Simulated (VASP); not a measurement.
Energy against volume of Ru (hcp). Computed with PBEsol GGA, VASP's PBE PAW potentials (set 64) (plane waves; VASP). Settings: 520 eV cut-off, 15×15×9 Γ-centred mesh, first-order Methfessel-Paxton smearing of 0.10 eV, potentials Ru_pv.

Shape and ions are relaxed at each volume.

```
V (Å³/atom)  E (eV/atom)
-----------  -----------
12.522         -10.11478
12.922         -10.15950
13.322         -10.17310
13.721         -10.16059
```

Task: Fit these four points and predict the energy of the run at 14.121 Å³/atom.

Result: A cubic in V^(−2/3), the third-order Birch-Murnaghan form, passes through the four points with V0 = 13.32 Å³/atom and B0 = 349 GPa, and gives -10.1260 eV/atom there. The run gave -10.1262 eV/atom, -0.1 meV/atom from the fit; all five points give B0 = 348 GPa.

The compound is Ru in the hcp structure. It was relaxed first.
